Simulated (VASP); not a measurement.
An input for Quantum ESPRESSO's pw.x (written as the equivalent of a VASP run, and not itself run):

```
&CONTROL
  calculation = 'vc-relax'
  pseudo_dir = './pseudo'
  outdir = './out'
  tprnfor = .true.
  tstress = .true.
  nstep = 60
  forc_conv_thr = 0.00039
/
&SYSTEM
  ibrav = 0
  nat = 2
  ntyp = 1
  ecutwfc = 78
  occupations = 'smearing'
  smearing = 'methfessel-paxton'
  degauss = 0.00735
  input_dft = 'vdw-df-cx'
/
&ELECTRONS
  conv_thr = 7.3e-08
  electron_maxstep = 100
/
&IONS
/
&CELL
/
ATOMIC_SPECIES
  Sc 44.956 Sc.upf
CELL_PARAMETERS angstrom
     1.6550000   -2.8665440    0.0000000
     1.6550000    2.8665440    0.0000000
     0.0000000    0.0000000    5.2700000
ATOMIC_POSITIONS crystal
  Sc   0.3333330  0.6666670  0.2500000
  Sc   0.6666670  0.3333330  0.7500000
K_POINTS automatic
  11 11 6 0 0 0
```

### Question
Translate this input to VASP (INCAR, KPOINTS, POSCAR, choice of POTCAR).

### Answer
One answer among several that fit: 
POSCAR:
```
Sc
1
    1.6550000000    -2.8665440000     0.0000000000
    1.6550000000     2.8665440000     0.0000000000
    0.0000000000     0.0000000000     5.2700000000
Sc
2
Direct
  0.3333330000   0.6666670000   0.2500000000
  0.6666670000   0.3333330000   0.7500000000
```

### KPOINTS
```
Automatic
0
Gamma
 11 11 6
0 0 0
```

**INCAR**
```
# general
SYSTEM   = Sc
PREC     = Accurate
ENCUT    = 520   # plane-wave cut-off (eV)
LREAL    = F   # projection in real space or not
LASPH    = T

# electronic loop
EDIFF    = 1E-6   # SCF stop (eV)
NELM     = 100   # most electronic steps
ALGO     = Normal
LMAXMIX  = 4

# smearing
ISMEAR   = 1   # Methfessel-Paxton
SIGMA    = 0.1

# functional
GGA      = CX
LUSE_VDW = T
AGGAC    = 0.0

# ions
IBRION   = 2
NSW      = 60   # most ionic steps
ISIF     = 3   # ions, shape and volume
EDIFFG   = -0.01   # ionic stop

# output
LWAVE    = F
LCHARG   = F
```

POTCAR, in this order: Sc_sv (PBE.64 set). Program: vasp_std.

Limits of the translation: the potentials are each code's own (VASP's PAW set, PseudoDojo norm-conserving files in pw.x), so ENCUT and ecutwfc are chosen apart and not converted; conv_thr bounds pw.x's estimated SCF error, while EDIFF bounds the energy change between steps; forc_conv_thr acts on force components and is met together with etot_conv_thr.

The compound is Sc in the hcp structure. This run relaxes it. Symmetry was kept, so distortions that lower it aren't found.
